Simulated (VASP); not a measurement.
```yaml
crystal:
  lattice:
    - [0.00000, 2.69382, 2.69382]
    - [2.69382, 0.00000, 2.69382]
    - [2.69382, 2.69382, 0.00000]
  atoms:
    - { symbol: Y, position: [0.00000, 0.00000, 0.00000] }
    - { symbol: C, position: [0.25000, 0.25000, 0.25000] }
```

Level of theory: PBEsol GGA, VASP's PBE PAW potentials (set 64) (plane waves; VASP 6.6.1). Run with 520 eV cut-off, Gaussian smearing of 0.050 eV, potentials Y_sv C.

Q: Estimate the band gap (along the path) with the smallest direct gap where there is one.

A: 
```json
{
 "band gap (along the path)": "none (metal, semimetal or under 0.01 eV)"
}
```

The absolute energy has meaning only against runs of the same code, potentials and settings.

The structure was generated: YC was put into the zinc blende type (F-43m), which need not be its known phase. It was relaxed first, which changed the volume by -33 %. The electron count is odd and the run is not spin-polarised, which forces a metal.
